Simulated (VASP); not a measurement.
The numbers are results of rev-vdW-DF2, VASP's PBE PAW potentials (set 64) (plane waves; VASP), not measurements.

VASP ran on this input.

KPOINTS:
```
Automatic mesh
0
Gamma
18 18 18
0 0 0
```

INCAR:
```
SYSTEM=Fe
PREC=Accurate; ENCUT=520; LREAL=F
LASPH=T
EDIFF=1E-7; NELM=100; ALGO=Normal
LMAXMIX=4
ISMEAR=1; SIGMA=0.1
GGA=MK; LUSE_VDW=T; AGGAC=0.0
PARAM1=0.1234568; PARAM2=0.7114; ZAB_VDW=-1.8867
ISPIN=2; MAGMOM=2.1
ISIF=2
LWAVE=F; LCHARG=F; LORBIT=10
```

**POSCAR**
```
Fe
1
   -1.3881479122     1.3881479122     1.3881479122
    1.3881479122    -1.3881479122     1.3881479122
    1.3881479122     1.3881479122    -1.3881479122
Fe
1
Direct
  0.0000000000   0.0000000000   0.0000000000
```

POTCAR, in this order: Fe (PBE.64 set). Program: vasp_std.

**Question.** What will the output report for the number of irreducible k-points (NKPTS), largest plane-wave count, number of space-group operations, FFT grid (NGX, NGY, NGZ)?

**Answer.** 
- number of irreducible k-points (NKPTS): 195
- largest plane-wave count: 321
- number of space-group operations: 48
- FFT grid (NGX, NGY, NGZ): 18 × 18 × 18

The compound is Fe in the bcc structure. This cell is one point of a volume scan, at 0.97 of the reference volume.
